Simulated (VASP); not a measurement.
Output of a VASP run:

File OSZICAR:
```
       N       E                     dE             d eps       ncg     rms          rms(c)
DAV:   1    -0.253540089432E+03   -0.25354E+03   -0.27941E-05   808   0.101E-02    0.396E-03
RMM:   2    -0.253540088862E+03    0.56979E-06   -0.28592E-06   454   0.291E-03    0.172E-03
RMM:   3    -0.253540088767E+03    0.95148E-07   -0.96502E-07   448   0.144E-03    0.860E-04
RMM:   4    -0.253540088777E+03   -0.10490E-07   -0.28774E-07   278   0.733E-04
   1 F= -.25354009E+03 E0= -.25353961E+03  d E =-.947911E-03  mag=     2.0000
```

OUTCAR:
```
------------------------ aborting loop because EDIFF is reached ----------------------------------------
  FORCE on cell =-STRESS in cart. coord.  units (eV):
  Direction    XX          YY          ZZ          XY          YZ          ZX
  --------------------------------------------------------------------------------------
  Total       -2.8329421     -2.8665413     -2.8651918     -1.0866231     -1.1054784     -1.0854696
  in kB       -2.9671594     -3.0023504     -3.0009370     -1.1381044     -1.1578530     -1.1368963
  external PRESSURE =      -2.9901489 kB  Pullay stress =       0.0000000 kB
  volume of cell :     1529.70
      direct lattice vectors                 reciprocal lattice vectors
    11.522210422  0.000000000  0.000000000     0.086788903  0.000000000  0.000000000
     0.000000000 11.522210422  0.000000000     0.000000000  0.086788903  0.000000000
     0.000000000  0.000000000 11.522210422     0.000000000  0.000000000  0.086788903
 POSITION                                       TOTAL-FORCE (eV/Angst)
 -----------------------------------------------------------------------------------
      5.81086      0.06220      0.06251         0.000224      0.006186      0.001380
      8.60225      2.83255      0.03469         0.001274      0.006994     -0.007263
      8.59917      0.03374      2.83334         0.008906     -0.006417      0.006809
      0.01455      0.01048      0.01228         0.003671     -0.000673     -0.003088
      2.94365      2.93171      0.06195         0.002529     -0.001139      0.006564
      5.71448      5.72033      0.03407         0.006835      0.005560     -0.009328
      8.63845      8.64980     11.51196         0.004782     -0.004010     -0.007060
      2.94257      0.06117      2.93108         0.000117      0.004595      0.002578
      8.59599      5.71455      2.82333        -0.001851     -0.006160     -0.003190
      5.71338      0.03435      5.72004         0.009385     -0.011062      0.008210
      8.59651      2.82325      5.71358         0.006246     -0.008448      0.007861
      8.63916     11.51635      8.64650         0.005035     -0.014129     -0.001033
      0.00616      5.75442     11.51164        -0.004433      0.008242     -0.003818
      2.89192      8.65396      0.01174        -0.004587     -0.000045     -0.005785
      0.00823      2.88371      2.88476        -0.004444     -0.006050     -0.005611
      2.91337      5.72156      2.83263        -0.004725      0.001560      0.004796
      5.76638      8.64693      2.88451        -0.004458     -0.002686     -0.004395
      0.00552     11.51494      5.75741         0.000087     -0.015130      0.004369
      2.91356      2.83315      5.72374        -0.000285      0.002726      0.005011
      5.70827      5.71412      5.71254        -0.001077      0.000431      0.006501
      8.63069      8.63364      5.74855        -0.002326      0.008330      0.003054
      2.89273      0.01058      8.65514        -0.004569     -0.003625      0.005214
      5.76664      2.88397      8.64855        -0.003291     -0.004155     -0.004756
      8.62931      5.74518      8.63835        -0.002107      0.005708     -0.003551
     11.51374      8.63300      2.87657         0.005076      0.006157     -0.011233
     11.52075      5.74658      5.74735        -0.008890      0.000748      0.000893
      2.87301      8.64630      5.75627        -0.009242      0.002168      0.004225
     11.51350      2.87790      8.63412         0.003869     -0.014658      0.003746
      2.87471      5.75541      8.64437        -0.010069      0.006732     -0.000064
      5.75786      8.63248      8.63382        -0.009634      0.005267      0.003526
      0.00029      8.64121      8.64142         0.001360      0.000621      0.001678
      7.11101      1.56839      1.56745         0.007149     -0.003985      0.003775
     10.08550      4.29892      1.40992         0.005480      0.008023     -0.004124
     10.08484      1.40882      4.29874         0.003146     -0.001929      0.007824
      1.45947      1.44639      1.44613         0.012205      0.003862      0.004122
      4.44774      4.23223      1.56764         0.000471      0.005791     -0.000267
      7.18192      7.20473      1.40876         0.008735     -0.000632     -0.002870
     10.08013     10.08272      1.43071        -0.001534      0.000151     -0.003966
      4.44525      1.56720      4.23302         0.006149      0.002997      0.006466
     10.05739      7.17337      4.31058        -0.002416     -0.001612     -0.004150
      7.18187      1.41110      7.20335        -0.000046     -0.010867     -0.002226
     10.05654      4.31121      7.17455        -0.001001     -0.009238     -0.004066
     10.08139      1.43044     10.08306        -0.002143     -0.004859     -0.000131
      1.43911      7.19865      1.42930         0.004938      0.003942     -0.001072
      4.32706     10.09825      1.44689         0.004537      0.014813     -0.000465
      1.45177      4.31674      4.31827        -0.005056     -0.000075     -0.007618
      4.29110      7.20299      4.29941        -0.001493      0.002677      0.008187
      7.19899     10.09009      4.31900        -0.004357      0.005031     -0.003525
      1.43991      1.43006      7.20150         0.001736     -0.001702     -0.005603
      4.29368      4.29984      7.20286        -0.002353      0.007789      0.001904
      7.19265      7.17347      7.17621        -0.008398      0.003276     -0.001777
     10.07650     10.07280      7.19546         0.003395     -0.005878      0.003767
      4.32762      1.44654     10.09907        -0.003146      0.000043      0.012103
      7.19918      4.31637     10.09274        -0.006200      0.003096      0.000680
     10.07643      7.19513     10.07300         0.002793      0.003471     -0.009392
      1.44084     10.08268      4.31582         0.004878      0.001187     -0.007793
...
```
(Selected blocks of OUTCAR.)

POSCAR:
```
Ga31As31Si
1
   11.5222104216     0.0000000000     0.0000000000
    0.0000000000    11.5222104216     0.0000000000
    0.0000000000     0.0000000000    11.5222104216
Ga As Si
31 31 1
Direct
  0.5043179912   0.0053982453   0.0054252070
  0.7465801349   0.2458335584   0.0030107196
  0.7463127276   0.0029284929   0.2459028048
  0.0012631630   0.0009095375   0.0010661537
  0.2554765266   0.2544398148   0.0053765670
  0.4959537444   0.4964613079   0.0029571109
  0.7497216455   0.7507065641   0.9991099906
  0.2553825531   0.0053089411   0.2543853411
  0.7460361165   0.4959595338   0.2450341406
  0.4958578983   0.0029815055   0.4964364160
  0.7460813912   0.2450271502   0.4958754156
  0.7497827847   0.9994912766   0.7504202706
  0.0005348501   0.4994197515   0.9990823058
  0.2509863870   0.7510680758   0.0010187891
  0.0007141189   0.2502738081   0.2503654866
  0.2528481011   0.4965676198   0.2458412653
  0.5004574353   0.7504574767   0.2503437091
  0.0004790224   0.9993685768   0.4996796677
  0.2528650015   0.2458863510   0.4967573773
  0.4954142295   0.4959222925   0.4957847491
  0.7490481814   0.7493037968   0.4989099323
  0.2510572539   0.0009184026   0.7511699807
  0.5004804868   0.2502967381   0.7505979283
  0.7489280125   0.4986179044   0.7497126802
  0.9992644736   0.7492482146   0.2496544955
  0.9998729255   0.4987392285   0.4988065857
  0.2493451499   0.7504025098   0.4995806240
  0.9992436494   0.2497694468   0.7493454235
  0.2494928106   0.4995058064   0.7502353962
  0.4997180446   0.7492038184   0.7493198554
  0.0000254113   0.7499609192   0.7499790140
  0.6171567831   0.1361192240   0.1360370514
  0.8753098095   0.3730983273   0.1223652967
  0.8752524695   0.1222701778   0.3730826959
  0.1266658665   0.1255306140   0.1255083139
  0.3860147420   0.3673101769   0.1360534023
  0.6233106617   0.6252902127   0.1222651416
  0.8748432595   0.8750677863   0.1241701265
  0.3857986279   0.1360156865   0.3673789105
  0.8728696544   0.6225693423   0.3741103837
  0.6233063135   0.1224679190   0.6251710872
  0.8727958162   0.3741649044   0.6226713119
  0.8749526661   0.1241465729   0.8750979659
  0.1248990260   0.6247627477   0.1240477458
  0.3755406518   0.8764162648   0.1255742456
  0.1259978850   0.3746454314   0.3747779808
  0.3724194579   0.6251395367   0.3731406625
  0.6247928499   0.8757078644   0.3748408388
  0.1249679298   0.1241130547   0.6250099379
  0.3726435589   0.3731781082   0.6251279484
  0.6242422868   0.6225779609   0.6228155925
  0.8745286486   0.8742070032   0.6244863976
  0.3755889729   0.1255437143   0.8764873190
  0.6248088940   0.3746131891   0.8759379054
  0.8745224713   0.6244571029   0.8742242993
  0.1250485711   0.8750649061   0.3745656880
  0.1243136640   0.6244746129   0.6244831994
  0.3741388374   0.8749649886   0.6248721906
  0.1251995037   0.3745062499   0.8749314962
  0.3741031990   0.6247531566   0.8749610997
  0.6245769923   0.8752164291   0.8749668111
  0.1251739242   0.8751147796   0.8751559866
  0.6342047828   0.3836662893   0.3837595641
```

Problem. Reconstruct the remaining input files.

Solution. This is not unique; one that fits is the input of the run itself, PBE GGA, plane waves, VASP's PBE PAW potentials (set 64).

### KPOINTS
```
Automatic mesh
0
Gamma
1 1 1
0 0 0
```

### INCAR
```
ALGO  =  Fast
EDIFF  =  1E-6
ENCUT  =  400
GGA  =  PE
ISMEAR  =  0
ISPIN  =  2
ISYM  =  0
LASPH  =  .TRUE.
LCHARG  =  .FALSE.
LHYPERFINE  =  .TRUE.
LMAXMIX  =  4
LORBIT  =  11
LREAL  =  Auto
LWAVE  =  .FALSE.
MAGMOM  =  63*0.0317
NELM  =  100
NELMIN  =  4
NUPDOWN  =  2
PREC  =  Normal
SIGMA  =  0.05
SYSTEM  =  Ga31As31Si
```

POTCAR, in this order: Ga As Si (PBE.64 set). Program: vasp_gam. Read from the step before: WAVECAR.

The supercell is sampled at Γ alone, which is coarse: total energies, pressure and levels can be off, energies of defects by several tenths of an eV.

The cell is a supercell with a defect, built from GaAs (zinc blende): Si_As-vac_Ga.
